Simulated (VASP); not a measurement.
An input for Ansatz (written as the equivalent of a VASP run, and not itself run):

Ansatz 0.2 input:
```yaml
crystal:
  lattice:
    - [4.8534841, 0.0000000, 0.0000000]
    - [0.0000000, 4.8534841, 0.0000000]
    - [0.0000000, 0.0000000, 3.2436022]
  atoms:
    - { symbol: Zr, position: [0.0000000, 0.0000000, 0.0000000] }
    - { symbol: Zr, position: [0.5000000, 0.5000000, 0.5000000] }
    - { symbol: O, position: [0.6942678, 0.3057322, 0.0000000] }
    - { symbol: O, position: [0.3057322, 0.6942678, 0.0000000] }
    - { symbol: O, position: [0.1942678, 0.1942678, 0.5000000] }
    - { symbol: O, position: [0.8057322, 0.8057322, 0.5000000] }
kpoints:
  mp_grid: { grid: [4, 4, 6] }
hamiltonian:
  xc: r2scan
  pseudopotentials: { kind: paw }
scf:
  occupations: { method: gaussian, width: 0.05 }
  max_iter: 100
relax:
  max_steps: 60
  f_tol: 0.02
  cell: {}
output: { forces: true, stress: true, eigenvalues: true }
```

Question: Translate this input to VASP (INCAR, KPOINTS, POSCAR, choice of POTCAR).

Answer: One answer among several that fit: 
**KPOINTS**
```
Automatic mesh
0
Gamma
4 4 6
0 0 0
```

INCAR:
```
SYSTEM = ZrO2
PREC = Accurate
ENCUT = 520
EDIFF = 1E-6
NELM = 100
ALGO = Normal
LREAL = .FALSE.
LASPH = .TRUE.
ISMEAR = 0
SIGMA = 0.05
METAGGA = R2SCAN
LMIXTAU = .TRUE.
LMAXMIX = 4
LWAVE = .FALSE.
LCHARG = .FALSE.
IBRION = 2
ISIF = 3
NSW = 60
EDIFFG = -0.02
```

### POSCAR
```
ZrO2
1
    4.8534841226     0.0000000000     0.0000000000
    0.0000000000     4.8534841226     0.0000000000
    0.0000000000     0.0000000000     3.2436022390
Zr O
2 4
Direct
  0.0000000000   0.0000000000   0.0000000000
  0.5000000000   0.5000000000   0.5000000000
  0.6942678374   0.3057321626   0.0000000000
  0.3057321626   0.6942678374   0.0000000000
  0.1942678374   0.1942678374   0.5000000000
  0.8057321626   0.8057321626   0.5000000000
```

POTCAR, in this order: Zr_sv O (PBE.64 set). Program: vasp_std.

The two are equivalent in intent, not identical: each code has its own PAW files, so the cut-off isn't converted (ENCUT is set for VASP's; basis.ecutwfc is left out, and Ansatz then takes the one that its files recommend); Ansatz stops its SCF on the density residual and VASP on the energy change (EDIFF).

The structure comes from a computed database's ZrO2 entry (P4_2/mnm); how it stands against other phases isn't given here. This run relaxes it. Symmetry was kept, so distortions that lower it aren't found. The start is the result of an earlier pass.
